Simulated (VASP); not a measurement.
Be2SnCl:

```xyz
4
Lattice="4.5153 0.0000 0.0000 0.0000 4.5153 0.0000 0.0000 0.0000 3.2186" Properties=species:S:1:pos:R:3 pbc="T T T"
Be    2.2577    0.0000    0.0000
Be    0.0000    2.2577    0.0000
Sn    0.0000    0.0000    1.6093
Cl    2.2577    2.2577    0.0000
```

The cell was built by a generator and needn't be a form met in nature.

The cell isn't the ideal one: random cell by space group and Wyckoff sites (P4mm, No. 99).

* Program: VASP 6.6.1
* Task: relaxation of cell and atoms
* Functional: PBE
* Potentials or basis: VASP PAW PBE potentials, release 64 (Be, Sn_d, Cl)
* Cutoff: 600 eV
* k mesh: 4 × 4 × 6
* Occupations: gaussian, width 0.1 eV
* Spin: no spin polarisation

At the start: pressure 0.0 GPa; volume 16.41 Å³/atom.

Task: How do energy, volume and symmetry change on relaxing?

Result: Over 5 steps the energy falls by 30.6 meV/atom and the volume is 16.21 Å³/atom (-1.2 %); space group P4/mmm (No. 123, to 0.05 Å).

The path:
```
step  energy change (eV)  largest force (eV/Å)  pressure (GPa)  volume (Å³)
   1              0.0000                0.0000            0.03        65.62
   2             -0.1023                0.0000           -0.42        65.59
   3             -0.1208                0.0000           -0.62        65.52
   4             -0.1210                0.0000           -0.60        65.51
   5             -0.1222                0.0000            0.04        64.86
```

Final structure:
```
Be Sn Cl
1.0
     4.62745    0.00000    0.00000
     0.00000    4.62745    0.00000
     0.00000    0.00000    3.02876
Be Sn Cl
2 1 1
Cartesian
  2.3137 0.0000 0.0000
  0.0000 2.3137 0.0000
  4.6274 0.0000 1.5144
  2.3137 2.3137 3.0288
```

Caveat: an odd number of electrons without spin polarisation forces a metal; a magnetic or distorted state may lie lower.
